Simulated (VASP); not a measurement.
# BiPd (Sobolevskite) under strain, part 3 of 4

Aim: follow the pressure of BiPd (Sobolevskite) through compression, expansion and shear. All runs use LDA. Left out of this account: 1 further run (fields: a reference on another mesh). The start is a cell from a database of measured crystal structures.

VASP 6.6.1; LDA; plane waves and PAW (Bi_d, Pd).

Still holding for the runs below: Spin-orbit coupling is off here; with elements this heavy it splits and shifts levels by tenths of an eV or more.

So far, pressure (GPa): step 2 (bands, cell as listed) -2.67; step 3 (cell volume +4.0 %) -6.25; step 4 (cell volume +8.0 %) -9.04.

## (5) Bands, sheared, principal strains -1.7, +0.1, +1.6 %

The cell is sheared at fixed volume, which lowers its symmetry.

File INCAR:

```
SYSTEM = BiPd
PREC = Accurate
ENCUT = 400
EDIFF = 1E-06
NELM = 100
ISMEAR = -1
SIGMA = 0.05
LREAL = .FALSE.
ALGO = Normal
GGA = CA
NBANDS = 39
LASPH = .TRUE.
LORBIT = 11
LWAVE = .FALSE.
LCHARG = .FALSE.
KPAR = 4
```

File POSCAR:

```
BiPd
1.0
    4.1655240000      0.0028300000     -0.0227270000
   -2.0803110000      3.6950480000      0.0408700000
   -0.0305710000      0.0458310000      5.7267510000
Bi Pd
2 2
Direct
    0.3333333333      0.6666666667      0.2500000000
    0.6666666667      0.3333333333      0.7500000000
    0.0000000000      0.0000000000      0.0000000000
    0.0000000000      0.0000000000      0.5000000000
```

File KPOINTS:

```
Automatic mesh
0
Gamma
8 8 6
0 0 0
```

File KPOINTS_OPT:

```
Line mode
16
Line-mode
Reciprocal
  0.00000000   0.00000000  -0.50000000 X
  0.00000000   0.00000000   0.00000000 GAMMA

  0.00000000   0.00000000   0.00000000 GAMMA
  0.50000000   0.00000000   0.00000000 Y

  0.50000000   0.00000000  -0.50000000 L
  0.00000000   0.00000000   0.00000000 GAMMA

  0.00000000   0.00000000   0.00000000 GAMMA
  0.00000000  -0.50000000   0.00000000 Z

  0.00000000  -0.50000000  -0.50000000 N
  0.00000000   0.00000000   0.00000000 GAMMA

  0.00000000   0.00000000   0.00000000 GAMMA
  0.50000000  -0.50000000   0.00000000 M

  0.50000000  -0.50000000  -0.50000000 R
  0.00000000   0.00000000   0.00000000 GAMMA
```

Potentials, in the order of the species: Bi_d and Pd (LDA family, release 64).

Run with:

```console
mpirun -np 4 vasp_std
```

What it wrote:

```text
[... set-up lines as in an earlier step ...]
 entering main loop
       N       E                     dE             d eps       ncg     rms          rms(c)
DAV:   1     0.490358302278E+03    0.49036E+03   -0.20596E+04 15607   0.130E+03
DAV:   2     0.258501709396E+02   -0.46451E+03   -0.43944E+03 15379   0.402E+02
DAV:   3    -0.219611614833E+02   -0.47811E+02   -0.46799E+02 17271   0.133E+02
DAV:   4    -0.236658736052E+02   -0.17047E+01   -0.17020E+01 17836   0.262E+01
DAV:   5    -0.237519618273E+02   -0.86088E-01   -0.86079E-01 22618   0.563E+00    0.714E+00
DAV:   6    -0.235040299285E+02    0.24793E+00   -0.34132E-01 18440   0.453E+00    0.375E+00
DAV:   7    -0.234349466971E+02    0.69083E-01   -0.93184E-02 19893   0.281E+00    0.163E+00
DAV:   8    -0.234185784018E+02    0.16368E-01   -0.61907E-02 18154   0.158E+00    0.334E-01
DAV:   9    -0.234174023322E+02    0.11761E-02   -0.58841E-03 19627   0.681E-01    0.525E-02
DAV:  10    -0.234173792286E+02    0.23104E-04   -0.24740E-04 21513   0.156E-01    0.352E-02
DAV:  11    -0.234173789912E+02    0.23741E-06   -0.24266E-05 19611   0.472E-02    0.162E-02
DAV:  12    -0.234173785171E+02    0.47404E-06   -0.50776E-06 16710   0.241E-02
   1 F= -.23417379E+02 E0= -.23408985E+02  d E =-.167864E-01
 Start KPOINTS_OPT (optional k-point list driver)
k-point batch [1-112\112]
       N       E                     dE             ncg
DAV:   1     0.505384904242E+05   -0.27624E+05     8854
DAV:   2    -0.125973946587E+04   -0.51798E+05     8883
DAV:   3    -0.664921918011E+04   -0.53895E+04     9657
DAV:   4    -0.684714523564E+04   -0.19793E+03    10308
DAV:   5    -0.685679616432E+04   -0.96509E+01    12687
DAV:   6    -0.685692229224E+04   -0.12613E+00    11249
DAV:   7    -0.685692635408E+04   -0.40618E-02    12838
DAV:   8    -0.685692639495E+04   -0.40870E-04     9670
DAV:   9    -0.685692639657E+04   -0.16233E-05     6140
DAV:  10    -0.685692639713E+04   -0.56158E-06     6629
```

Run time: 3.6 min. Hardware: 4 MPI ranks of AMD EPYC 7R43, shared host; peak memory 2.4 GiB; 14 min of CPU time.

OUTCAR, selected parts (step 5):

```text
   k-points           NKPTS =    196   k-points in BZ     NKDIM =    196   number of bands    NBANDS=     39

   ENCUT  =  400.0 eV  29.40 Ry    5.42 a.u.   6.79  6.92  9.34*2*pi/ulx,y,z

   NELECT =      50.0000    total number of electrons

 E-fermi :   8.7740

 k-point     1 :       0.0000    0.0000    0.0000
  band No.  band energies     occupation
    ...
     19       5.8925      2.00000
     20       5.9150      2.00000
     21       6.7195      2.00000
     22       6.7202      2.00000
     23       8.7905      0.83672
     24       9.6529      0.00000
     25       9.8024      0.00000
     26      11.8162      0.00000
     27      11.8446      0.00000
     28      11.9464      0.00000
    ...

  Total       -0.6128144     -1.5052685     -2.1668659     -0.0413005     -0.3435315      0.2602266
  in kB      -11.1356580    -27.3527420    -39.3748515     -0.7504853     -6.2424262      4.7286661
  external PRESSURE =     -25.9544171 kB  Pullay stress =       0.0000000 kB

 POSITION                                       TOTAL-FORCE (eV/Angst)
 -----------------------------------------------------------------------------------
     -0.00601      2.47577      1.45136         0.012872     -0.136665      0.012656
      2.06065      1.26794      4.29354        -0.012872      0.136665     -0.012656
      0.00000      0.00000      0.00000        -0.000000      0.000000     -0.000000
     -0.01529      0.02292      2.86338         0.000000     -0.000000      0.000000
 -----------------------------------------------------------------------------------
    total drift:                                0.000000     -0.000000     -0.000000

  FREE ENERGIE OF THE ION-ELECTRON SYSTEM (eV)
  ---------------------------------------------------
  free  energy   TOTEN  =       -23.4173785171 eV

  energy  without entropy=      -23.4005921415  energy(sigma->0) =      -23.40898533

[... 1 part as in an earlier step ...]

[... 14 further parts left out ...]
```

The path and its labels are those of the sheared lattice, so a letter need not mean the same point as in the unstrained cell.

This step gave:

| Quantity | Value |
| --- | --- |
| irreducible k-points | 196 |
| symmetry operations | 2 |
| free energy (TOTEN) | -23.42 eV |
| energy at zero smearing | -23.41 eV |
| Fermi energy | 8.774 eV |
| pressure | -2.595 GPa |

Electronic bands along the path, in eV, zero at the Fermi level; # counts the bands kept, so #1 is VASP's band 13:

| point | #9 | #10 | #11 | #12 | #13 | #14 | #15 | #16 |
| --- | --- | --- | --- | --- | --- | --- | --- | --- |
| X | -2.84 | -2.83 | -0.83 | -0.82 | 2.31 | 2.41 | 2.52 | 2.60 |
| 0.47 of the way | -2.42 | -2.39 | -0.65 | 0.84 | 1.50 | 1.64 | 3.00 | 3.10 |
| Γ | -2.05 | -2.05 | 0.02 | 0.88 | 1.03 | 3.04 | 3.07 | 3.17 |
| 0.53 of the way | -2.12 | -2.04 | -1.91 | -0.62 | -0.40 | 0.42 | 2.65 | 3.73 |
| Y | -2.40 | -2.16 | -2.02 | -2.00 | -1.98 | -1.22 | 1.72 | 4.11 |
| jump to L | -2.68 | -2.67 | -2.36 | -2.36 | 0.70 | 0.70 | 1.56 | 1.57 |
| 0.47 of the way | -2.50 | -2.45 | -1.46 | -0.37 | -0.17 | 0.17 | 2.57 | 2.71 |
| Γ | -2.05 | -2.05 | 0.02 | 0.88 | 1.03 | 3.04 | 3.07 | 3.17 |
| 0.53 of the way | -2.12 | -2.04 | -1.93 | -0.49 | -0.43 | 0.40 | 2.53 | 3.86 |
| Z | -2.47 | -2.16 | -2.02 | -2.01 | -1.80 | -1.26 | 1.67 | 4.27 |
| jump to N | -2.67 | -2.67 | -2.43 | -2.40 | 0.85 | 0.88 | 1.64 | 1.67 |
| 0.53 of the way | -2.44 | -2.35 | -1.29 | -0.36 | 0.15 | 0.38 | 2.71 | 3.03 |
| Γ | -2.05 | -2.05 | 0.02 | 0.88 | 1.03 | 3.04 | 3.07 | 3.17 |
| 0.47 of the way | -2.11 | -2.04 | -1.65 | -0.35 | -0.28 | 0.76 | 2.84 | 3.63 |
| M | -2.36 | -2.16 | -2.03 | -2.02 | -1.98 | -1.21 | 1.72 | 4.12 |
| jump to R | -2.68 | -2.66 | -2.38 | -2.34 | 0.68 | 0.70 | 1.54 | 1.56 |
| 0.47 of the way | -2.50 | -2.45 | -1.45 | -0.39 | -0.18 | 0.19 | 2.53 | 2.70 |
| Γ | -2.05 | -2.05 | 0.02 | 0.88 | 1.03 | 3.04 | 3.07 | 3.17 |

Of the projections kept (Bi, Pd), the largest for each band there; the rest of the weight can lie on other orbitals:

| point | #9 | #10 | #11 | #12 | #13 | #14 | #15 | #16 |
| --- | --- | --- | --- | --- | --- | --- | --- | --- |
| X | Pd 0.99 | Pd 0.99 | Bi 0.54 | Bi 0.54 | Bi 0.57 | Bi 0.58 | Bi 0.58 | Bi 0.59 |
| Γ | Pd 1.00 | Pd 1.00 | Pd 0.92 | Bi 0.74 | Bi 0.74 | Bi 0.92 | Bi 0.58 | Bi 0.50 |
| Y | Bi 0.74 | Pd 0.99 | Pd 1.00 | Bi 0.70 | Pd 0.98 | Pd 0.81 | Pd 0.72 | Bi 0.63 |
| L | Pd 1.00 | Pd 0.99 | Pd 0.95 | Pd 0.95 | Pd 0.56 | Pd 0.55 | Pd 0.54 | Pd 0.54 |
| Γ | Pd 1.00 | Pd 1.00 | Pd 0.92 | Bi 0.74 | Bi 0.74 | Bi 0.92 | Bi 0.58 | Bi 0.50 |
| Z | Bi 0.74 | Pd 0.99 | Pd 0.98 | Pd 0.99 | Bi 0.71 | Pd 0.81 | Pd 0.74 | Bi 0.65 |

Force by atom:

| atom | x (eV/Å) | y (eV/Å) | z (eV/Å) | size |
| --- | --- | --- | --- | --- |
| Bi1 | 0.013 | -0.137 | 0.013 | 0.138 |
| Bi2 | -0.013 | 0.137 | -0.013 | 0.138 |
| Pd3 | 0.000 | 0.000 | 0.000 | 0.000 |
| Pd4 | 0.000 | 0.000 | 0.000 | 0.000 |

 The pressure is -2.60 GPa, and the symmetry operations fall from 24 to 2.

## (6) Bands, volume times 0.96

The cell is compressed evenly, with fractional positions held.

INCAR is that of step 5.

File POSCAR:

```
BiPd
1.0
    4.1728308298      0.0000000000      0.0000000000
   -2.0864154149      3.6137775043      0.0000000000
    0.0000000000      0.0000000000      5.6130986812
Bi Pd
2 2
Direct
    0.3333333333      0.6666666667      0.2500000000
    0.6666666667      0.3333333333      0.7500000000
    0.0000000000      0.0000000000      0.0000000000
    0.0000000000      0.0000000000      0.5000000000
```

KPOINTS is that of step 5.

File KPOINTS_OPT:

```
Line mode
16
Line-mode
Reciprocal
  0.00000000   0.00000000   0.00000000 GAMMA
  0.50000000   0.00000000   0.00000000 M

  0.50000000   0.00000000   0.00000000 M
  0.33333333   0.33333333   0.00000000 K

  0.33333333   0.33333333   0.00000000 K
  0.00000000   0.00000000   0.00000000 GAMMA

  0.00000000   0.00000000   0.00000000 GAMMA
  0.00000000   0.00000000   0.50000000 A

  0.00000000   0.00000000   0.50000000 A
  0.50000000   0.00000000   0.50000000 L

  0.50000000   0.00000000   0.50000000 L
  0.33333333   0.33333333   0.50000000 H

  0.33333333   0.33333333   0.50000000 H
  0.00000000   0.00000000   0.50000000 A

  0.50000000   0.00000000   0.50000000 L
  0.50000000   0.00000000   0.00000000 M

  0.33333333   0.33333333   0.00000000 K
  0.33333333   0.33333333   0.50000000 H
```

Run with:

```console
mpirun -np 4 vasp_std
```

What it wrote:

```text
[... set-up lines as in an earlier step ...]
 entering main loop
       N       E                     dE             d eps       ncg     rms          rms(c)
DAV:   1     0.496286678637E+03    0.49629E+03   -0.20468E+04  3164   0.131E+03
DAV:   2     0.267057847023E+02   -0.46958E+03   -0.44421E+03  3148   0.406E+02
DAV:   3    -0.219701617432E+02   -0.48676E+02   -0.47573E+02  3523   0.135E+02
DAV:   4    -0.237071360742E+02   -0.17370E+01   -0.17337E+01  3629   0.264E+01
DAV:   5    -0.237931579461E+02   -0.86022E-01   -0.86012E-01  4562   0.557E+00    0.817E+00
DAV:   6    -0.235319333216E+02    0.26122E+00   -0.36008E-01  3753   0.471E+00    0.432E+00
DAV:   7    -0.234570871803E+02    0.74846E-01   -0.10109E-01  4009   0.300E+00    0.180E+00
DAV:   8    -0.234390527714E+02    0.18034E-01   -0.63655E-02  3652   0.164E+00    0.318E-01
DAV:   9    -0.234378962474E+02    0.11565E-02   -0.60654E-03  4116   0.691E-01    0.542E-02
DAV:  10    -0.234378690599E+02    0.27188E-04   -0.25625E-04  4309   0.160E-01    0.316E-02
DAV:  11    -0.234378693807E+02   -0.32073E-06   -0.24849E-05  3947   0.277E-02    0.650E-03
DAV:  12    -0.234378693937E+02   -0.13009E-07   -0.20076E-06  2965   0.109E-02
   1 F= -.23437869E+02 E0= -.23430805E+02  d E =-.141296E-01
 Start KPOINTS_OPT (optional k-point list driver)
k-point batch [1-40\144]
       N       E                     dE             ncg
DAV:   1     0.161677815045E+05   -0.24479E+05     3187
DAV:   2    -0.252723378210E+04   -0.18695E+05     3163
DAV:   3    -0.445716088186E+04   -0.19299E+04     3496
DAV:   4    -0.452560117251E+04   -0.68440E+02     3707
DAV:   5    -0.452906213483E+04   -0.34610E+01     4618
DAV:   6    -0.452909997727E+04   -0.37842E-01     4073
DAV:   7    -0.452910110821E+04   -0.11309E-02     4599
DAV:   8    -0.452910112029E+04   -0.12089E-04     3481
DAV:   9    -0.452910112084E+04   -0.54351E-06     2283
[...]
k-point batch [121-144\144]
       N       E                     dE             ncg
DAV:   1     0.261331830711E+05   -0.23845E+05     1938
DAV:   2     0.149128410969E+05   -0.11220E+05     1893
DAV:   3     0.137491367732E+05   -0.11637E+04     2138
DAV:   4     0.137075337600E+05   -0.41603E+02     2169
DAV:   5     0.137054318794E+05   -0.21019E+01     2809
DAV:   6     0.137054033395E+05   -0.28540E-01     2367
DAV:   7     0.137054022838E+05   -0.10557E-02     2847
DAV:   8     0.137054022749E+05   -0.88491E-05     2006
DAV:   9     0.137054022746E+05   -0.34703E-06     1384
```

Elapsed: 2.1 min, on 4 MPI ranks; peak memory 0.85 GiB.

Parts of OUTCAR (step 6):

```text
   ENCUT  =  400.0 eV  29.40 Ry    5.42 a.u.   6.80  6.80  9.15*2*pi/ulx,y,z

   NELECT =      50.0000    total number of electrons

 E-fermi :   9.4017

 k-point     1 :       0.0000    0.0000    0.0000
  band No.  band energies     occupation
    ...
     18       5.7857      2.00000
     19       6.3689      2.00000
     20       6.3689      2.00000
     21       7.2510      2.00000
     22       7.2510      2.00000
     23       9.4832      0.32808
     24      10.3388      0.00000
     25      10.3388      0.00000
     26      12.4144      0.00000
     27      12.6035      0.00000
    ...

  Total        1.3285186      1.3285186      0.4222341      0.0000000      0.0000000     -0.0000000
  in kB       25.1468359     25.1468359      7.9922495      0.0000000      0.0000000     -0.0000000
  external PRESSURE =      19.4286404 kB  Pullay stress =       0.0000000 kB

 POSITION                                       TOTAL-FORCE (eV/Angst)
 -----------------------------------------------------------------------------------
     -0.00000      2.40919      1.40327        -0.000000      0.000000      0.000000
      2.08642      1.20459      4.20982         0.000000      0.000000      0.000000
      0.00000      0.00000      0.00000        -0.000000      0.000000      0.000000
      0.00000      0.00000      2.80655        -0.000000      0.000000      0.000000
 -----------------------------------------------------------------------------------
    total drift:                               -0.000000      0.000000     -0.000000

  FREE ENERGIE OF THE ION-ELECTRON SYSTEM (eV)
  ---------------------------------------------------
  free  energy   TOTEN  =       -23.4378693937 eV

  energy  without entropy=      -23.4237397632  energy(sigma->0) =      -23.43080458

[... 5 parts as in an earlier step ...]

[... 11 further parts left out ...]
```

This step gave:

| Quantity | Value |
| --- | --- |
| irreducible k-points | 40 |
| symmetry operations | 24 |
| free energy (TOTEN) | -23.44 eV |
| energy at zero smearing | -23.43 eV |
| Fermi energy | 9.402 eV |
| pressure | 1.943 GPa |

The electronic bands at the labelled points (eV, zero at the Fermi level; # counts the bands kept, so #1 is VASP's band 13):

| point | #10 | #11 | #12 | #13 | #14 | #15 | #16 | #17 |
| --- | --- | --- | --- | --- | --- | --- | --- | --- |
| Γ | -2.15 | 0.08 | 0.94 | 0.94 | 3.01 | 3.20 | 3.36 | 3.36 |
| 0.53 of the way | -2.13 | -2.03 | -0.68 | -0.40 | 0.46 | 2.71 | 3.94 | 4.43 |
| M | -2.26 | -2.14 | -2.11 | -2.10 | -1.23 | 1.81 | 4.38 | 4.59 |
| 0.53 of the way | -2.14 | -2.14 | -2.08 | -1.48 | -0.25 | 1.18 | 1.86 | 4.19 |
| K | -2.19 | -2.03 | -1.49 | -0.22 | -0.22 | 0.36 | 0.36 | 3.75 |
| 0.47 of the way | -2.22 | -2.14 | -1.30 | -0.47 | 1.63 | 1.77 | 2.41 | 4.95 |
| Γ | -2.15 | 0.08 | 0.94 | 0.94 | 3.01 | 3.20 | 3.36 | 3.36 |
| 0.47 of the way | -2.47 | -0.52 | 1.30 | 1.47 | 1.47 | 3.20 | 3.20 | 3.71 |
| A | -3.05 | -0.79 | -0.79 | 2.54 | 2.54 | 2.54 | 2.54 | 5.39 |
| 0.47 of the way | -3.00 | -0.85 | -0.85 | 1.08 | 1.08 | 1.59 | 1.59 | 4.94 |
| L | -2.86 | -2.54 | -2.54 | 0.73 | 0.73 | 1.68 | 1.68 | 4.88 |
| 0.47 of the way | -2.79 | -2.45 | -2.45 | -0.74 | -0.74 | 3.31 | 3.31 | 5.35 |
| H | -2.97 | -2.19 | -2.19 | -1.63 | -1.63 | 4.25 | 4.25 | 6.44 |
| 0.47 of the way | -2.92 | -1.08 | -1.08 | -0.39 | -0.39 | 2.45 | 2.45 | 5.88 |
| A | -3.05 | -0.79 | -0.79 | 2.54 | 2.54 | 2.54 | 2.54 | 5.39 |
| jump to L | -2.86 | -2.54 | -2.54 | 0.73 | 0.73 | 1.68 | 1.68 | 4.88 |
| 0.47 of the way | -2.67 | -2.34 | -2.30 | -0.78 | 0.04 | 2.56 | 2.75 | 3.45 |
| M | -2.26 | -2.14 | -2.11 | -2.10 | -1.23 | 1.81 | 4.38 | 4.59 |
| jump to K | -2.19 | -2.03 | -1.49 | -0.22 | -0.22 | 0.36 | 0.36 | 3.75 |
| 0.47 of the way | -2.24 | -2.23 | -2.23 | -1.17 | -1.17 | 2.07 | 2.07 | 5.01 |
| H | -2.97 | -2.19 | -2.19 | -1.63 | -1.63 | 4.25 | 4.25 | 6.44 |

Of the projections kept (Bi, Pd), the largest for each band there; the rest of the weight can lie on other orbitals:

| point | #10 | #11 | #12 | #13 | #14 | #15 | #16 | #17 |
| --- | --- | --- | --- | --- | --- | --- | --- | --- |
| Γ | Pd 1.00 | Pd 0.92 | Bi 0.73 | Bi 0.73 | Pd 0.51 | Bi 0.97 | Bi 0.52 | Bi 0.52 |
| M | Pd 0.99 | Bi 0.69 | Pd 1.00 | Pd 0.98 | Pd 0.80 | Pd 0.72 | Bi 0.64 | Pd 0.73 |
| K | Pd 0.99 | Pd 0.97 | Bi 0.55 | Pd 0.60 | Pd 0.60 | Pd 0.61 | Pd 0.61 | Pd 0.87 |
| Γ | Pd 1.00 | Pd 0.92 | Bi 0.73 | Bi 0.73 | Pd 0.51 | Bi 0.97 | Bi 0.52 | Bi 0.52 |
| A | Pd 0.99 | Bi 0.57 | Bi 0.57 | Bi 0.57 | Bi 0.57 | Bi 0.57 | Bi 0.57 | Pd 0.60 |
| L | Pd 1.00 | Pd 0.94 | Pd 0.94 | Pd 0.55 | Pd 0.55 | Pd 0.53 | Pd 0.53 | Bi 0.56 |

 The pressure is 1.94 GPa.

For the pressure, step 2 gave -2.67 GPa; this run, with cell volume -4.0 %, gives 1.94 GPa.

(Continued in part 4 of 4.)

[Lines on the potential files, build, host, timing and source positions are cut from VASP's logs without a mark.]

[Logs are printed without paths, hosts, clocks, repeated set-up lines and the standing remarks that a program may print on its own settings, such as how far it seeks lower states.]

[Hosts, paths, dates, database ids (printed as entryN), source tags and the programs' standing remarks are cut or masked in the printed files.]

[A measured line is paired with the nearest computed mode of its activity, which favours agreement.]
